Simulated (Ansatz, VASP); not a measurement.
Tl2SnH4 in VASP and in Ansatz

File INCAR:

```
PREC = Accurate
ENCUT = 520
EDIFF = 1E-6
ISMEAR = 0
SIGMA = 0.1
LREAL = F
LASPH = T
NELM = 80
ALGO = Normal
ISIF = 2
LWAVE = F
LCHARG = F
GGA = PE
NBANDS = 31
```

KPOINTS

```
Automatic mesh
0
Gamma
  3 3 4
```

POSCAR

```
Tl2SnH4
1.0
    5.8313723500      0.0000000000      0.0000000000
   -2.9156861800      5.0501166000      0.0000000000
    0.0000000000      0.0000000000      6.6749447300
Tl Sn H
2 1 4
Direct
    0.0000000000      0.0000000000      0.8360020400
    0.0000000000      0.0000000000      0.1639979600
    0.3333333300      0.6666666700      0.0000000000
    0.0000000000      0.0000000000      0.3327767300
    0.0000000000      0.0000000000      0.6672232700
    0.0000000000      0.0000000000      0.5000000000
    0.0000000000      0.0000000000      0.0000000000
```

Input for Ansatz:

```yaml
crystal:
  lattice:
    - [5.83137235, 0.0, 0.0]
    - [-2.91568618, 5.0501166, 0.0]
    - [0.0, 0.0, 6.67494473]
  atoms:
    - { symbol: Tl, position: [0.0, 0.0, 0.83600204] }
    - { symbol: Tl, position: [0.0, 0.0, 0.16399796] }
    - { symbol: Sn, position: [0.33333333, 0.66666667, 0.0] }
    - { symbol: H, position: [0.0, 0.0, 0.33277673] }
    - { symbol: H, position: [0.0, 0.0, 0.66722327] }
    - { symbol: H, position: [0.0, 0.0, 0.5] }
    - { symbol: H, position: [0.0, 0.0, 0.0] }
basis:
  ecutwfc: 420
kpoints:
  mp_grid: { grid: [3, 3, 4] }
hamiltonian:
  xc: pbe
scf:
  occupations: { method: gaussian, width: 0.1 }
  lower_state_search: "off"
output:
  forces: true
  stress: true
  eigenvalues: true
```

Alike in both runs: task single point; functional PBE; k mesh 3 × 3 × 4; occupations gaussian, width 0.1 eV; no spin polarisation.

|  | VASP | Ansatz |
| --- | --- | --- |
| version | VASP 6.6.1 | Ansatz 0.2.0 |
| potentials or method | VASP PAW PBE potentials, release 64 (Tl_d, Sn_d, H) | scalar-relativistic, plane waves, PAW |
| plane-wave cutoff (eV) | 520 | 420 |
| valence electrons in the cell | 44 | 44 |

|  | VASP | Ansatz | Ansatz less VASP |
| --- | --- | --- | --- |
| gap on the k mesh at the Fermi level (eV) | none | none | - |
| rms of the force components (eV/Å) | 11.253 | 11.788 | +0.5354 |

Atom by atom the forces differ by 0.573 eV/Å (rms over components). A gap of «none» marks a metal or a gap that the smearing closes. The functional is the same, so the differences come from potentials, cutoffs and numerics.

Caveats: the k mesh is coarse (spacing up to 0.41 Å⁻¹), so the values aren't converged; forces of over 1 eV/Å show positions far from the minimum, so gaps and moduli don't describe the material at rest. Spin-orbit coupling is left out, which matters for the levels of Tl.
